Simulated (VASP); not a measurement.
Consider the following.

```xyz
8
Lattice="0.0028 5.5134 5.5144 5.5134 0.0028 5.5144 2.7581 2.7581 0.0000" Properties=species:S:1:pos:R:3 pbc="T T T"
Zn     5.5161     5.5161    11.0132
Zn     5.5306     8.2597     8.2750
Zn     8.2597     5.5306     8.2750
Se     1.3790     1.3790     1.3762
Se     4.0613     1.4549     4.2106
Se     1.4549     4.0613     4.2106
Se     4.1371     4.1371     6.7579
Be     2.7581     2.7581     5.5113
```

All values below come from PBEsol GGA, VASP's PBE PAW potentials (set 64) (plane waves; VASP). Settings: 400 eV cut-off, 4×4×8 Γ-centred mesh, tetrahedra with Blöchl corrections, potentials Zn Se Be.

### Question
What does the run give for the energy per atom (σ→0), band gap (on the k-mesh) with the smallest direct gap where there is one?

### Answer

The band gap (on the k-mesh) comes out as 1.73 eV and the smallest direct gap (on the k-mesh) comes out as 1.73 eV. The energy per atom (σ→0) comes out as -3.695 eV/atom.

Total energies compare only between runs with the same potentials, cut-off and functional.

The structure was generated: BeZn3Se4 was put into an ordered model structure (Amm2), which need not be its known phase. It was relaxed first.
